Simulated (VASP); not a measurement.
Input:

```
GaP
1.0
    0.00000     2.66309     2.66309
    2.66309     0.00000     2.66309
    2.66309     2.66309     0.00000
Ga P
1 1
Direct
  0.00000   0.00000   0.00000
  0.25000   0.25000   0.25000
```

Calculation: PBEsol GGA, VASP's PBE PAW potentials (set 64) (plane waves; VASP 6.6.1). Settings: 520 eV cut-off, 8×8×8 Γ-centred mesh, Gaussian smearing of 0.050 eV, potentials Ga_d P.

Question: Estimate the energy per atom (σ→0), pressure, band gap (on the k-mesh) with the smallest direct gap where there is one.

Answer: 
```
Quantity                                      Value
-----------------------------------  --------------
band gap (on the k-mesh)                    1.36 eV
smallest direct gap (on the k-mesh)         2.33 eV
energy per atom (σ→0)                -4.939 eV/atom
pressure                                   6.02 GPa
```

The compound is GaP in the zinc blende structure. This cell is one point of a volume scan, at 0.94 of the reference volume.
